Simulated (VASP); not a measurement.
OSZICAR of a VASP run on TiHg (space group P4/mmm):

OSZICAR:
```
       N       E                     dE             d eps       ncg     rms          rms(c)
DAV:   1     0.221452981975E+03    0.22145E+03   -0.88215E+03 20284   0.114E+03
DAV:   2     0.915050717501E+01   -0.21230E+03   -0.20315E+03 20954   0.390E+02
DAV:   3    -0.998636590497E+01   -0.19137E+02   -0.18688E+02 29286   0.109E+02
DAV:   4    -0.113372215523E+02   -0.13509E+01   -0.13279E+01 27002   0.235E+01
DAV:   5    -0.113922169165E+02   -0.54995E-01   -0.54985E-01 25008   0.367E+00    0.122E+01
DAV:   6    -0.102865288339E+02    0.11057E+01   -0.37706E+00 21950   0.225E+01    0.518E+00
DAV:   7    -0.102007918065E+02    0.85737E-01   -0.49859E-01 22150   0.893E+00    0.456E+00
DAV:   8    -0.101747522812E+02    0.26040E-01   -0.73801E-02 22026   0.311E+00    0.183E+00
DAV:   9    -0.101716348643E+02    0.31174E-02   -0.92739E-03 23746   0.116E+00    0.686E-01
DAV:  10    -0.101717078978E+02   -0.73034E-04   -0.82867E-04 23198   0.328E-01    0.129E-01
DAV:  11    -0.101719460519E+02   -0.23815E-03   -0.18971E-04 24186   0.174E-01    0.850E-02
DAV:  12    -0.101720689284E+02   -0.12288E-03   -0.56985E-05 30156   0.101E-01    0.612E-02
DAV:  13    -0.101722449878E+02   -0.17606E-03   -0.14672E-04 25356   0.168E-01    0.471E-02
DAV:  14    -0.101723624303E+02   -0.11744E-03   -0.14183E-04 25946   0.165E-01    0.279E-02
DAV:  15    -0.101724046548E+02   -0.42225E-04   -0.69629E-05 30212   0.942E-02    0.170E-02
DAV:  16    -0.101724085249E+02   -0.38701E-05   -0.50563E-05 29732   0.889E-02    0.120E-02
DAV:  17    -0.101724142129E+02   -0.56880E-05   -0.37557E-05 31512   0.654E-02    0.735E-03
DAV:  18    -0.101724160098E+02   -0.17969E-05   -0.16550E-05 25638   0.244E-02    0.331E-03
DAV:  19    -0.101724162733E+02   -0.26345E-06   -0.13427E-06 12890   0.954E-03
   1 F= -.10172416E+02 E0= -.10159744E+02  d E =-.253450E-01  mag=    -0.0000    -0.0000     0.0004
```

### Question
Which electronic solver shows in the log?

### Answer
It is blocked Davidson (ALGO = Normal, or the opening steps of other solvers). The INCAR had ALGO = Normal.

### Question
How was spin treated?

### Answer
With non-collinear spinors: mag has three components.

### Question
Can the final energy be trusted as converged?

### Answer
The run converged. It stopped with EDIFF = 1E-6, NELM = 100 (LDA (Ceperley-Alder, Perdew-Zunger) with spin-orbit coupling, plane waves, VASP's LDA PAW potentials (set 64)).  The run has a spin-polarised start.

The structure comes from a computed database's TiHg entry (P4/mmm); how it stands against other phases isn't given here. The cell was not relaxed at this level. The run is one of a series of settings (GGA_COMPAT = .FALSE., ISPIN removed, ISYM = 0, LNONCOLLINEAR = .TRUE., LSORBIT = .TRUE., another spin-polarised start, program vasp_ncl against the base run), some of them coarse on purpose.
